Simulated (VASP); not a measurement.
All values below come from r2SCAN meta-GGA, VASP's PBE PAW potentials (set 64) (plane waves; VASP).

VASP ran on this input.

INCAR:
```
SYSTEM=Cu
PREC=Accurate; ENCUT=480; LREAL=.FALSE.
LASPH=.TRUE.
EDIFF=1E-6; NELM=100; ALGO=Normal
LMAXMIX=4; LMIXTAU=.TRUE.
ISMEAR=1; SIGMA=0.1
METAGGA=R2SCAN
IBRION=2; NSW=60; ISIF=3
EDIFFG=-0.01
LWAVE=.FALSE.; LCHARG=.FALSE.
```

File POSCAR:
```
Cu
1
   -0.0000000000     1.7904200023     1.7904200023
    1.7904200023    -0.0000000000     1.7904200023
    1.7904200023     1.7904200023    -0.0000000000
Cu
1
Direct
  0.0000000000   0.0000000000   1.0000000000
```

### KPOINTS
```
Automatic mesh
0
Gamma
16 16 16
0 0 0
```

POTCAR, in this order: Cu (PBE.64 set). Program: vasp_std.

The resulting files:

File OSZICAR:
```
       N       E                     dE             d eps       ncg     rms          rms(c)
DAV:   1     0.265811275201E+02    0.26581E+02   -0.55224E+03  2683   0.198E+03
DAV:   2    -0.129091186652E+02   -0.39490E+02   -0.37485E+02  2628   0.199E+02
DAV:   3    -0.133645386655E+02   -0.45542E+00   -0.45349E+00  3171   0.312E+01
DAV:   4    -0.133679494953E+02   -0.34108E-02   -0.34102E-02  3102   0.241E+00
DAV:   5    -0.133680036617E+02   -0.54166E-04   -0.54166E-04  3197   0.251E-01    0.783E+00
DAV:   6    -0.114214858115E+02    0.19465E+01   -0.27819E+01  2771   0.128E+02    0.568E+00
DAV:   7    -0.108367805180E+02    0.58471E+00   -0.57085E+00  2798   0.546E+01    0.522E-01
DAV:   8    -0.108331309691E+02    0.36495E-02   -0.12477E-01  3008   0.816E+00    0.925E-01
DAV:   9    -0.108254585009E+02    0.76725E-02   -0.14061E-01  3378   0.865E+00    0.546E-02
DAV:  10    -0.108264026256E+02   -0.94412E-03   -0.16411E-03  3125   0.557E-01    0.107E-01
DAV:  11    -0.108263660236E+02    0.36602E-04   -0.55896E-04  3628   0.455E-01    0.347E-02
DAV:  12    -0.108263831211E+02   -0.17098E-04   -0.37517E-04  2846   0.400E-01    0.252E-02
DAV:  13    -0.108263855813E+02   -0.24602E-05   -0.94722E-05  2806   0.196E-01    0.215E-03
DAV:  14    -0.108263871613E+02   -0.15800E-05   -0.41014E-07  1827   0.965E-03    0.215E-03
DAV:  15    -0.108263867785E+02    0.38286E-06   -0.11345E-06  1393   0.265E-02
   1 F= -.10826387E+02 E0= -.10826374E+02  d E =-.108264E+02
       N       E                     dE             d eps       ncg     rms          rms(c)
DAV:   1    -0.108271144995E+02   -0.72734E-03   -0.14482E-02  2750   0.311E+00    0.222E-01
DAV:   2    -0.108265474917E+02    0.56701E-03   -0.11540E-02  2759   0.240E+00    0.886E-02
DAV:   3    -0.108263835589E+02    0.16393E-03   -0.21195E-03  2757   0.102E+00    0.368E-02
DAV:   4    -0.108263664341E+02    0.17125E-04   -0.17035E-04  3143   0.201E-01    0.125E-02
DAV:   5    -0.108263742075E+02   -0.77734E-05   -0.33697E-05  2721   0.108E-01    0.597E-04
DAV:   6    -0.108263739578E+02    0.24973E-06   -0.40489E-07  1439   0.122E-02
   2 F= -.10826374E+02 E0= -.10826364E+02  d E =0.128207E-04
       N       E                     dE             d eps       ncg     rms          rms(c)
DAV:   1    -0.108268076137E+02   -0.43341E-03   -0.83951E-03  2744   0.238E+00    0.169E-01
DAV:   2    -0.108265250124E+02    0.28260E-03   -0.66364E-03  2760   0.182E+00    0.672E-02
DAV:   3    -0.108264013540E+02    0.12366E-03   -0.12241E-03  2708   0.772E-01    0.281E-02
DAV:   4    -0.108263846214E+02    0.16733E-04   -0.98741E-05  3106   0.153E-01    0.946E-03
DAV:   5    -0.108263867696E+02   -0.21483E-05   -0.19509E-05  2667   0.825E-02    0.458E-04
DAV:   6    -0.108263870850E+02   -0.31541E-06   -0.24229E-07  1385   0.941E-03
   3 F= -.10826387E+02 E0= -.10826375E+02  d E =-.306559E-06
```

File OUTCAR:
```
------------------------ aborting loop because EDIFF is reached ----------------------------------------
  FORCE on cell =-STRESS in cart. coord.  units (eV):
  Direction    XX          YY          ZZ          XY          YZ          ZX
  --------------------------------------------------------------------------------------
  Total       -0.0041751     -0.0041751     -0.0041751      0.0000000     -0.0000000      0.0000000
  in kB       -0.5829990     -0.5829990     -0.5829990      0.0000000     -0.0000000      0.0000000
  external PRESSURE =      -0.5829990 kB  Pullay stress =       0.0000000 kB
  volume of cell :       11.47
      direct lattice vectors                 reciprocal lattice vectors
     0.000000000  1.790171756  1.790171756    -0.279302809  0.279302809  0.279302809
     1.790171756 -0.000000000  1.790171756     0.279302809 -0.279302809  0.279302809
     1.790171756  1.790171756  0.000000000     0.279302809  0.279302809 -0.279302809
 POSITION                                       TOTAL-FORCE (eV/Angst)
 -----------------------------------------------------------------------------------
      0.00000      0.00000      0.00000        -0.000000     -0.000000     -0.000000
 -----------------------------------------------------------------------------------
    total drift:                                0.000000      0.000000      0.000000
  FREE ENERGIE OF THE ION-ELECTRON SYSTEM (eV)
  ---------------------------------------------------
  free  energy   TOTEN  =       -10.8263870850 eV

  energy  without entropy=      -10.8263503460  energy(sigma->0) =      -10.82637484

 reached required accuracy - stopping structural energy minimisation
```
(Selected blocks of OUTCAR.)

CONTCAR:
```
Cu
   1.00000000000000
     0.0000000000000000    1.7901717564245621    1.7901717564245621
     1.7901717564245621   -0.0000000000000000    1.7901717564245621
     1.7901717564245621    1.7901717564245621    0.0000000000000000
  Cu
     1
Direct
     0.0000000000000000    0.0000000000000000    0.0000000000000000
```

### OUTCAR
```
 val. band max:        7.7058756028   @ k =   0.5000   0.1875   0.0625

 cond. band min:       7.7827790985   @ k =   0.5000   0.3125   0.1250


 Fermi energy:         7.7147113592

 k-point     1 :       0.0000    0.0000    0.0000
  band No.  band energies     occupation
      1      -2.1396      2.00000
      2       4.5330      2.00000
      3       4.5330      2.00000
      4       4.5330      2.00000
      5       5.3871      2.00000
      6       5.3871      2.00000
      7      31.3815      0.00000
      8      34.6435      0.00000
      9      34.6435      0.00000

 k-point     2 :       0.0625    0.0000    0.0000
  band No.  band energies     occupation
      1      -1.9887      2.00000
      2       4.5001      2.00000
      3       4.5615      2.00000
      4       4.5616      2.00000
      5       5.3759      2.00000
      6       5.3759      2.00000
      7      30.5730      0.00000
      8      32.9130      0.00000
      9      34.1481      0.00000

 k-point     3 :       0.1250    0.0000    0.0000
  band No.  band energies     occupation
      1      -1.5424      2.00000
      2       4.4129      2.00000
      3       4.6318      2.00000
      4       4.6319      2.00000
      5       5.3564      2.00000
      6       5.3565      2.00000
      7      27.6586      0.00000
      8      32.2018      0.00000
      9      33.3329      0.00000

 k-point     4 :       0.1875    0.0000    0.0000
  band No.  band energies     occupation
      1      -0.8245      2.00000
      2       4.3077      2.00000
      3       4.6942      2.00000
      4       4.6944      2.00000
      5       5.3746      2.00000
      6       5.3748      2.00000
      7      24.2783      0.00000
      8      31.8351      0.00000
      9      32.6147      0.00000

 k-point     5 :       0.2500    0.0000    0.0000
  band No.  band energies     occupation
      1       0.1077      2.00000
      2       4.2536      2.00000
      3       4.6920      2.00000
...
```

The compound is Cu in the fcc structure. This run relaxes it. Symmetry was kept, so distortions that lower it aren't found. The start is the result of an earlier pass.
